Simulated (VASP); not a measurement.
# Hf (Hafnium): structure and properties in VASP, part 2 of 4

What structure does Hf (Hafnium) take at this level, and what are its properties? The start is a cell from a database of measured crystal structures.

VASP 6.6.1; LDA; plane waves and PAW (Hf_pv).

Still holding for the runs below: The k-mesh is coarse for a metal.

So far. Step 2 (Relaxing cell and atoms (LDA)): It ends with forces that vanish by symmetry and a pressure of -0.01 GPa. The volume lies -6.8 % from that of the database's start, part of which can be the thermal and zero-point expansion of its experiment. LDA is known to overbind. Step 3 (Second relaxation): It ends with forces that vanish by symmetry and a pressure of -0.01 GPa. The relaxed cell has a = 3.117, c = 4.958 Å (conventional setting).

### 4. Single point with fields (LDA)

The relaxed cell gets a fresh self-consistent run, on a basis set for its own volume, to fix the density and to check the remaining stress.

File INCAR:

```
SYSTEM = Hf
PREC = Accurate
ENCUT = 400
EDIFF = 1E-06
NELM = 100
ISMEAR = 1
SIGMA = 0.2
LREAL = .FALSE.
ALGO = Normal
GGA = CA
NBANDS = 16
LASPH = .TRUE.
LORBIT = 11
LWAVE = .FALSE.
LCHARG = .TRUE.
ISIF = 2
LELF = .TRUE.
LVHAR = .TRUE.
```

File POSCAR:

```
Hf
1.0
    3.1171552858      0.0000000000      0.0000000000
   -1.5585776429      2.6995356651      0.0000000000
    0.0000000000      0.0000000000      4.9580244061
Hf
2
Direct
    0.3333333333      0.6666666667      0.2500000000
    0.6666666667      0.3333333333      0.7500000000
```

File KPOINTS:

```
Automatic mesh
0
Gamma
8 8 5
0 0 0
```

Potentials, in the order of the species: Hf_pv (LDA family, release 64).

The run is started by

```sh
mpirun -np 2 vasp_std
```

The log of the run:

```text
[banner, memory and clock lines left out]
running    2 mpi-ranks, on    1 nodes
 distrk:  each k-point on    2 cores,    1 groups
 distr:  one band on    1 cores,    2 groups

 POSCAR found type information on POSCAR Hf
 POSCAR found :  1 types and       2 ions
 LDA part: xc-table for (Slater(with rela. corr.)+CA(PZ))
 , standard interpolation
 POSCAR, INCAR and KPOINTS ok, starting setup
 FFT: planning ... GRIDC
 FFT: planning ... GRID_SOFT
 FFT: planning ... GRID
 WAVECAR not read
 entering main loop
       N       E                     dE             d eps       ncg     rms          rms(c)
DAV:   1     0.416647201494E+02    0.41665E+02   -0.10068E+04   960   0.976E+02
DAV:   2    -0.207499796407E+02   -0.62415E+02   -0.61163E+02  1288   0.227E+02
DAV:   3    -0.220861088096E+02   -0.13361E+01   -0.13332E+01  1256   0.241E+01
DAV:   4    -0.220956479876E+02   -0.95392E-02   -0.95391E-02  1184   0.250E+00
DAV:   5    -0.220957584509E+02   -0.11046E-03   -0.11046E-03  1264   0.223E-01    0.687E+01
DAV:   6    -0.215796898942E+02    0.51607E+00   -0.44228E-01  1160   0.442E+00    0.403E+01
DAV:   7    -0.213958075656E+02    0.18388E+00   -0.70228E-01  1168   0.535E+00    0.186E+00
DAV:   8    -0.213875099444E+02    0.82976E-02   -0.40720E-02  1096   0.142E+00    0.309E-01
DAV:   9    -0.213875930298E+02   -0.83085E-04   -0.95805E-04  1288   0.224E-01    0.174E-01
DAV:  10    -0.213875897137E+02    0.33161E-05   -0.49096E-05  1112   0.503E-02    0.200E-01
DAV:  11    -0.213875863352E+02    0.33785E-05   -0.48486E-06  1232   0.148E-02    0.114E-02
DAV:  12    -0.213875862976E+02    0.37545E-07   -0.40905E-07   648   0.470E-03
   1 F= -.21387586E+02 E0= -.21388049E+02  d E =0.138771E-02
```

The job ended after 7.4 s (2 MPI ranks of AMD EPYC 7R43, shared host; peak memory 0.15 GiB; 13 s of CPU time).

OUTCAR, selected parts (step 4):

```text
 Found     30 irreducible k-points:

   NELECT =      20.0000    total number of electrons

 E-fermi :   5.3605

  Total       -0.0001499     -0.0001499     -0.0044096      0.0000000      0.0000000     -0.0000000
  in kB       -0.0057556     -0.0057556     -0.1693368      0.0000000      0.0000000     -0.0000000
  external PRESSURE =      -0.0602827 kB  Pullay stress =       0.0000000 kB

 POSITION                                       TOTAL-FORCE (eV/Angst)
 -----------------------------------------------------------------------------------
     -0.00000      1.79969      1.23951         0.000000      0.000000      0.000000
      1.55858      0.89985      3.71852         0.000000     -0.000000      0.000000
 -----------------------------------------------------------------------------------
    total drift:                               -0.000000      0.000000     -0.000000

  FREE ENERGIE OF THE ION-ELECTRON SYSTEM (eV)
  ---------------------------------------------------
  free  energy   TOTEN  =       -21.3875862976 eV

  energy  without entropy=      -21.3889740090  energy(sigma->0) =      -21.38804887

[... 17 parts as in an earlier step ...]
```

Numbers from this step:

```
SCF cycles : 12
```

Valence electrons inside each PAW sphere by angular momentum. Sphere charges, by row:

```
atom  s (e)  p (e)  d (e)  tot (e)
 Hf1  0.413  6.408   1.67    8.491
 Hf2  0.413  6.408   1.67    8.491
```

Valence density in the ac plane at fractional y = 0.333, with atoms of Hf within 0.2 Å of it. It is the smooth field of the valence electrons, not physical close to the nuclei.

Ten even steps from '_' (0.2 e/Å³) to '@' (3.5 e/Å³):
```
________________________________
__________________..::::....____
______________..::==++++==::..__
______________::==**##%%##++--..
____________..--**%%@@@@@@##==..
____________..==##@@@@@@@@%%++::
____________..--**@@@@@@@@##==::
____________..::++##%%@@%%**--..
______________..--++****++==::__
________________..::------..____
__________________........______
________________________________
________________________________
________________________________
________________________________
________________________________
____......______________________
__........______________________
__..........____________________
__........______________________
________________________________
________________________________
________________________________
________________________________
________________________________
```
Columns run along a (3.1 Å), rows up along c (5.0 Å). Atoms in or near the plane, at fractional coordinates: Hf at (0.67, 0.75).

Electrostatic potential energy in the ac plane at fractional y = 0.333, with atoms of Hf within 0.2 Å of it. With pseudopotentials it is smooth inside the atoms' cores, unlike the true potential.

Ten even steps from '_' (-24 eV) to '@' (1 eV):
```
@@@@@@@@@@@@%%##**++++++++**##%%
%%@@@@@@@@%%##++==--------==++##
##%%@@@@@@##**==--::....::::--++
**%%@@@@%%##==--::..______..::==
++##%%%%%%**==::..__________::--
++##%%%%##**==::..__________..--
++##%%%%%%**==::..__________::--
++##%%@@%%**==::..________..::==
**%%@@@@%%##++--::........::--==
##@@@@@@@@%%**++----::::::--==**
%%@@@@@@@@%%%%**++========++**##
@@@@@@@@@@@@%%%%####******##%%%%
@@@@@@@@@@@@@@%%%%%%%%%%%%%%%%@@
%%%%%%%%%%%%%%@@@@@@@@@@@@@@@@@@
####****####%%%%@@@@@@@@@@@@@@%%
****++++++**##%%@@@@@@@@@@@@%%##
++++======++**##%%@@@@@@@@@@%%##
++========++**##%%@@@@@@@@@@%%**
++==----====**##%%@@@@@@@@@@%%**
++========++**##%%@@@@@@@@@@%%**
**++++==++**##%%@@@@@@@@@@@@%%##
##********####%%@@@@@@@@@@@@@@%%
%%########%%%%@@@@@@@@@@@@@@@@%%
@@%%%%%%%%%%@@@@@@@@@@@@@@@@@@@@
@@@@@@@@@@@@@@%%%%########%%%%%%
```
Columns run along a (3.1 Å; values clipped at the 3rd and 97th percentile), rows up along c (5.0 Å). Atoms in or near the plane, at fractional coordinates: Hf at (0.67, 0.75).

ELF in the ac plane at fractional y = 0.333, with atoms of Hf within 0.2 Å of it. It is the smooth field of the valence electrons, not physical close to the nuclei.

Values, 22 rows by 16 columns, each cell a mean:
```
0.27 0.38 0.45 0.46 0.41 0.31 0.21 0.17 0.20 0.27 0.33 0.33 0.29 0.22 0.18 0.19
0.19 0.32 0.43 0.45 0.36 0.23 0.17 0.21 0.33 0.43 0.49 0.49 0.46 0.37 0.25 0.17
0.17 0.24 0.37 0.39 0.28 0.18 0.21 0.34 0.45 0.45 0.42 0.41 0.45 0.46 0.39 0.25
0.21 0.19 0.30 0.33 0.23 0.19 0.31 0.45 0.44 0.28 0.15 0.14 0.23 0.40 0.47 0.36
0.25 0.18 0.26 0.29 0.20 0.21 0.37 0.49 0.37 0.12 0.02 0.01 0.06 0.29 0.48 0.43
0.25 0.18 0.26 0.28 0.20 0.21 0.38 0.50 0.36 0.10 0.00 0.00 0.04 0.28 0.48 0.43
0.21 0.19 0.29 0.32 0.22 0.19 0.32 0.46 0.43 0.24 0.10 0.09 0.19 0.38 0.48 0.37
0.17 0.23 0.36 0.39 0.28 0.18 0.22 0.36 0.46 0.46 0.41 0.40 0.44 0.47 0.40 0.26
0.19 0.31 0.43 0.45 0.36 0.22 0.17 0.22 0.34 0.45 0.50 0.51 0.47 0.38 0.26 0.17
0.26 0.37 0.45 0.46 0.40 0.30 0.21 0.18 0.22 0.29 0.35 0.36 0.31 0.24 0.18 0.19
0.31 0.35 0.37 0.38 0.36 0.32 0.28 0.26 0.25 0.27 0.29 0.29 0.28 0.26 0.26 0.28
0.27 0.25 0.24 0.24 0.25 0.26 0.30 0.34 0.39 0.43 0.45 0.46 0.44 0.41 0.37 0.31
0.20 0.17 0.17 0.18 0.18 0.19 0.24 0.34 0.47 0.57 0.62 0.63 0.60 0.51 0.39 0.27
0.17 0.19 0.21 0.22 0.20 0.18 0.20 0.30 0.46 0.61 0.69 0.70 0.65 0.52 0.34 0.21
0.20 0.26 0.31 0.32 0.28 0.23 0.21 0.26 0.42 0.59 0.70 0.71 0.65 0.48 0.29 0.20
0.25 0.33 0.38 0.39 0.35 0.28 0.23 0.25 0.39 0.58 0.69 0.71 0.64 0.46 0.27 0.20
0.25 0.33 0.38 0.39 0.35 0.28 0.23 0.25 0.39 0.58 0.69 0.71 0.64 0.46 0.27 0.21
0.21 0.27 0.32 0.33 0.29 0.24 0.21 0.26 0.41 0.59 0.70 0.71 0.65 0.48 0.28 0.20
0.18 0.20 0.22 0.23 0.21 0.19 0.20 0.29 0.45 0.61 0.69 0.70 0.65 0.52 0.33 0.21
0.19 0.17 0.17 0.18 0.18 0.19 0.24 0.34 0.47 0.58 0.64 0.65 0.61 0.52 0.38 0.26
0.26 0.23 0.22 0.22 0.23 0.25 0.29 0.35 0.41 0.46 0.49 0.49 0.47 0.44 0.38 0.31
0.32 0.34 0.36 0.36 0.35 0.32 0.30 0.27 0.26 0.27 0.28 0.29 0.28 0.27 0.27 0.29
```
Columns run along a (3.1 Å), rows up along c (5.0 Å). Atoms in or near the plane, at fractional coordinates: Hf at (0.67, 0.75).

In this run the pressure is -0.01 GPa, small enough to go on; single stress components reach 0.02 GPa.

### 5. Bands along the symmetry lines (LDA)

The mesh alone shows little of the dispersion and can miss band extrema, so KPOINTS_OPT adds a path through the symmetry points after the self-consistent cycle.

File INCAR:

```
SYSTEM = Hf
PREC = Accurate
ENCUT = 400
EDIFF = 1E-06
NELM = 100
ISMEAR = 1
SIGMA = 0.2
LREAL = .FALSE.
ALGO = Normal
GGA = CA
NBANDS = 22
LASPH = .TRUE.
LORBIT = 11
LWAVE = .FALSE.
LCHARG = .FALSE.
KPAR = 2
```

POSCAR is that of step 4.

KPOINTS is that of step 4.

File KPOINTS_OPT:

```
Line mode
16
Line-mode
Reciprocal
  0.00000000   0.00000000   0.00000000 GAMMA
  0.50000000   0.00000000   0.00000000 M

  0.50000000   0.00000000   0.00000000 M
  0.33333333   0.33333333   0.00000000 K

  0.33333333   0.33333333   0.00000000 K
  0.00000000   0.00000000   0.00000000 GAMMA

  0.00000000   0.00000000   0.00000000 GAMMA
  0.00000000   0.00000000   0.50000000 A

  0.00000000   0.00000000   0.50000000 A
  0.50000000   0.00000000   0.50000000 L

  0.50000000   0.00000000   0.50000000 L
  0.33333333   0.33333333   0.50000000 H

  0.33333333   0.33333333   0.50000000 H
  0.00000000   0.00000000   0.50000000 A

  0.50000000   0.00000000   0.50000000 L
  0.50000000   0.00000000   0.00000000 M

  0.33333333   0.33333333   0.00000000 K
  0.33333333   0.33333333   0.50000000 H
```

The run is started by

```sh
mpirun -np 2 vasp_std
```

The log of the run:

```text
[... set-up lines as in an earlier step ...]
 entering main loop
       N       E                     dE             d eps       ncg     rms          rms(c)
DAV:   1     0.543817744528E+02    0.54382E+02   -0.92196E+03  1336   0.713E+02
DAV:   2    -0.200876618430E+02   -0.74469E+02   -0.71623E+02  1614   0.203E+02
DAV:   3    -0.220848042034E+02   -0.19971E+01   -0.19867E+01  1666   0.235E+01
DAV:   4    -0.220956769948E+02   -0.10873E-01   -0.10869E-01  1546   0.206E+00
DAV:   5    -0.220957595764E+02   -0.82582E-04   -0.82564E-04  1680   0.161E-01    0.687E+01
DAV:   6    -0.215787451168E+02    0.51701E+00   -0.34860E-01  1608   0.321E+00    0.405E+01
DAV:   7    -0.213957414423E+02    0.18300E+00   -0.61869E-01  1620   0.402E+00    0.187E+00
DAV:   8    -0.213875083656E+02    0.82331E-02   -0.43556E-02  1466   0.112E+00    0.341E-01
DAV:   9    -0.213875947665E+02   -0.86401E-04   -0.12041E-03  1674   0.197E-01    0.123E-01
DAV:  10    -0.213875874986E+02    0.72679E-05   -0.42475E-05  1480   0.366E-02    0.779E-02
DAV:  11    -0.213875862843E+02    0.12144E-05   -0.25889E-06  1548   0.951E-03    0.909E-03
DAV:  12    -0.213875862919E+02   -0.76695E-08   -0.11419E-07   966   0.210E-03
   1 F= -.21387586E+02 E0= -.21388049E+02  d E =0.138754E-02
 Start KPOINTS_OPT (optional k-point list driver)
k-point batch [1-30\144]
       N       E                     dE             ncg
DAV:   1    -0.592692892246E+04   -0.21302E+05     1328
DAV:   2    -0.819734857384E+04   -0.22704E+04     1582
DAV:   3    -0.826138679894E+04   -0.64038E+02     1648
DAV:   4    -0.826180224463E+04   -0.41545E+00     1628
DAV:   5    -0.826180552461E+04   -0.32800E-02     1626
DAV:   6    -0.826180555995E+04   -0.35340E-04     1582
DAV:   7    -0.826180556039E+04   -0.44290E-06     1352
[...]
k-point batch [121-144\144]
       N       E                     dE             ncg
DAV:   1    -0.483845204929E+03   -0.22596E+05     1064
DAV:   2    -0.227349847510E+04   -0.17897E+04     1300
DAV:   3    -0.232622404099E+04   -0.52726E+02     1300
DAV:   4    -0.232656455455E+04   -0.34051E+00     1316
DAV:   5    -0.232656732454E+04   -0.27700E-02     1290
DAV:   6    -0.232656736089E+04   -0.36349E-04     1330
DAV:   7    -0.232656736146E+04   -0.56457E-06     1082
```

Run time: 25 s. Hardware: 2 MPI ranks; peak memory 0.23 GiB; 47 s of CPU time.

From OUTCAR (step 5):

```text
   k-points           NKPTS =     30   k-points in BZ     NKDIM =     30   number of bands    NBANDS=     22

   NELECT =      20.0000    total number of electrons

 E-fermi :   5.3605

 k-point     5 :       0.5000   -0.0000    0.0000
  band No.  band energies     occupation
    ...
      6     -24.6171      2.00000
      7       1.8533      2.00000
      8       2.2715      2.00000
      9       2.8245      2.00000
     10       4.7456      2.00012
     11       6.0236     -0.00003
     12       6.2205     -0.00000
     13       7.0492     -0.00000
     14      11.6098      0.00000
     15      12.1627      0.00000
    ...

  Total       -0.0003300     -0.0003300     -0.0047288     -0.0000000     -0.0000000      0.0000000
  in kB       -0.0126712     -0.0126712     -0.1815942     -0.0000000     -0.0000000      0.0000000
  external PRESSURE =      -0.0689788 kB  Pullay stress =       0.0000000 kB

 POSITION                                       TOTAL-FORCE (eV/Angst)
 -----------------------------------------------------------------------------------
     -0.00000      1.79969      1.23951        -0.000000      0.000000      0.000000
      1.55858      0.89985      3.71852         0.000000     -0.000000      0.000000
 -----------------------------------------------------------------------------------
    total drift:                               -0.000000      0.000000     -0.000000

  FREE ENERGIE OF THE ION-ELECTRON SYSTEM (eV)
  ---------------------------------------------------
  free  energy   TOTEN  =       -21.3875862919 eV

  energy  without entropy=      -21.3889738308  energy(sigma->0) =      -21.38804880

[... 14 parts as in an earlier step ...]

[... 2 further parts left out ...]
```

Spin-orbit coupling is off here; it can split and shift levels that hold much weight on Hf by tenths of an eV or more.

Numbers from this step:

```yaml
bands: 22
pressure: -0.006898 GPa
```

The electronic bands at the labelled points (eV, zero at the Fermi level; # counts the bands kept in this run):

```
          point     #1     #2     #3     #4     #5     #6    #7    #8
              Γ  -7.61  -4.00   0.96   1.07   1.07   1.31  1.95  1.95
0.47 of the way  -5.98  -2.67  -0.97  -0.62   0.74   1.55  1.56  2.72
              M  -3.51  -3.09  -2.54  -0.61   0.66   0.86  1.69  6.25
0.47 of the way  -2.95  -2.49  -2.49  -0.96   0.37   0.70  1.80  5.50
              K  -2.48  -1.83  -1.83  -1.47   0.28   0.28  2.07  5.43
0.47 of the way  -4.93  -1.88  -1.58  -1.33   0.57   0.58  1.66  3.18
              Γ  -7.61  -4.00   0.96   1.07   1.07   1.31  1.95  1.95
0.47 of the way  -7.08  -4.23   0.26   0.87   0.87   0.88  1.57  1.57
              A  -5.52  -5.52   0.02   0.02   0.96   0.96  0.96  0.96
0.47 of the way  -4.26  -4.26  -0.84  -0.84   0.48   0.48  2.05  2.05
              L  -3.70  -3.70  -1.22  -1.22   1.48   1.48  2.69  2.69
0.53 of the way  -3.02  -3.02  -0.90  -0.90   0.05   0.05  2.70  2.70
              H  -1.99  -1.99  -1.59  -1.59  -0.13  -0.13  2.49  2.49
0.47 of the way  -3.62  -3.62  -0.92  -0.92   0.07   0.07  2.24  2.24
              A  -5.52  -5.52   0.02   0.02   0.96   0.96  0.96  0.96
      jump to L  -3.70  -3.70  -1.22  -1.22   1.48   1.48  2.69  2.69
0.47 of the way  -3.93  -3.11  -1.48  -1.42   1.18   1.26  1.72  4.77
              M  -3.51  -3.09  -2.54  -0.61   0.66   0.86  1.69  6.25
      jump to K  -2.48  -1.83  -1.83  -1.47   0.28   0.28  2.07  5.43
0.47 of the way  -2.20  -1.89  -1.89  -1.45   0.06   0.06  2.03  4.36
              H  -1.99  -1.99  -1.59  -1.59  -0.13  -0.13  2.49  2.49
```

There is no gap at this level.

[end of part 2 of 4]

[Lines on the potential files, build, host, timing and source positions are cut from VASP's logs without a mark.]

[Logs are printed without paths, hosts, clocks, repeated set-up lines and the standing remarks that a program may print on its own settings, such as how far it seeks lower states.]

[Hosts, paths, dates, database ids (printed as entryN), source tags and the programs' standing remarks are cut or masked in the printed files.]

[A measured line is paired with the nearest computed mode of its activity, which favours agreement.]

[In band tables of VASP the shares of atoms and orbitals are scaled to a sum of 1 inside the atoms' spheres.]
